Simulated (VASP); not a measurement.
**TaTe (relaxed from the zinc blende structure, space group F-43m): computed properties**

Method: PBEsol GGA, VASP's PBE PAW potentials (set 64) (plane waves; VASP 6.6.1).

| Quantity | Result |
|---|---|
| space group | F-43m (216) |
| cell | a = b = c = 6.183 Å, α = β = γ = 90.00° |
| volume per atom | 29.55 Å³/atom |
| band gap (over mesh and band path) | none (metal, semimetal or under 0.01 eV) |
| density | 8.67 g/cm³ |

Space group F-43m (No. 216); a = b = c = 6.1830 Å, α = β = γ = 90.00°

```tsv
atom	site	symmetry	x	y	z
Ta	4a	-43m	0.0000	0.0000	0.0000
Te	4d	-43m	0.7500	0.7500	0.7500
```
(The calculation used a cell of 2 atoms; values per cell refer to that cell.)

Unless said otherwise, spin-orbit coupling is left out, though it shifts the bands of the heavy elements here.

The structure was generated: TaTe was put into the zinc blende type (F-43m), which need not be its known phase. It was relaxed first, which changed the volume by -34 %. Symmetry was kept, so distortions that lower it aren't found. The electron count is odd and the run is not spin-polarised, which forces a metal.
